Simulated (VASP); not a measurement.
All values below come from LDA (Ceperley-Alder, Perdew-Zunger), VASP's LDA PAW potentials (set 64) (plane waves; VASP).

Gaps are without spin-orbit coupling.

Question: Order these relaxed crystals by band gap, smallest first: BeCl2, Ibam (72); SiO2, P4_2/mnm (136); BN, F-43m (216); MgCdTe2, I-42d (122).

Answer: MgCdTe2, I-42d (122) (1.55 eV), BN, F-43m (216) (4.37 eV), SiO2, P4_2/mnm (136) (5.76 eV), BeCl2, Ibam (72) (6.02 eV)
